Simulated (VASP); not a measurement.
```xyz
2
Lattice="0.0000 3.2090 3.1456 3.1982 0.0000 3.1456 3.1982 3.2090 0.0000" Properties=species:S:1:pos:R:3 pbc="T T T"
Sn     0.0000     0.0000     0.0000
Te     3.2862     3.2090     3.1456
```

All values below come from PBE GGA, VASP's PBE PAW potentials (set 64) (plane waves; VASP 6.6.1). Settings: PREC = Low, 400 eV cut-off, 7×7×7 Γ-centred mesh, Gaussian smearing of 0.050 eV, potentials Sn_d Te.

Task: Give the stress tensor in GPa (positive for a compressed cell).

Result: 
```
 0.35   0.00   0.00
 0.00  -0.24   0.00
 0.00   0.00   2.30
```
The pressure is its mean diagonal, 0.80 GPa.

The compound is SnTe in the rock salt structure, which distorts at low temperature. The cell was not relaxed at this level, atoms are displaced from their ideal sites. The run is one of a series of settings (PREC = Low against the base run), some of them coarse on purpose.
